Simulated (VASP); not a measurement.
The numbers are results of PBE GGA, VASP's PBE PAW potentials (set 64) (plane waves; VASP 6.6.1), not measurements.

The input files of a VASP run:

File POSCAR:
```
Ir2Pt
1.0
 -1.6437240000   1.6437240000   4.0230850000
  1.6437240000  -1.6437240000   4.0230850000
  1.6437240000   1.6437240000  -4.0230850000
Pt Ir
1 2
Cart
  0.0000000000   0.0000000000   0.0000000000
  0.0000000000  -0.0000000000   2.6978808010
  0.0000000000  -0.0000000000   5.3482891990
```

### INCAR
```
# general
SYSTEM  = Ir2Pt
PREC    = Accurate
ENCUT   = 300   # plane-wave cut-off (eV)
LREAL   = F   # projection in real space or not
LASPH   = T

# electronic loop
EDIFF   = 1E-6
NELM    = 100   # most electronic steps
ALGO    = Normal   # blocked Davidson
LMAXMIX = 6   # l cut-off of mixed one-centre charges

# smearing
ISMEAR  = 0
SIGMA   = 0.1   # width (eV)

# functional
GGA     = PE

# ions
IBRION  = 2   # conjugate gradients
NSW     = 50
ISIF    = 3
EDIFFG  = -0.01

# output
LWAVE   = F
LCHARG  = F
```

### KPOINTS
```
Automatic mesh
0
Gamma
9 9 9
0 0 0
```

POTCAR, in this order: Pt Ir (PBE.64 set). Program: vasp_std.

Task: What will the output report for the number of irreducible k-points (NKPTS), largest plane-wave count, number of space-group operations, FFT grid (NGX, NGY, NGZ)?

Result: 
```json
{
 "number of irreducible k-points (NKPTS)": "75",
 "largest_plane_wave_count": "543",
 "number_of_space_group_operations": "16",
 "FFT grid (NGX, NGY, NGZ)": "28 × 28 × 28"
}
```

The structure was generated: Ir2Pt was put into an ordered model structure, which need not be its known phase. This run relaxes it. Symmetry was kept, so distortions that lower it aren't found. The run is one of a series of settings (EDIFFG = -0.01, IBRION = 2, ISIF = 3, NSW = 50 against the base run), some of them coarse on purpose.
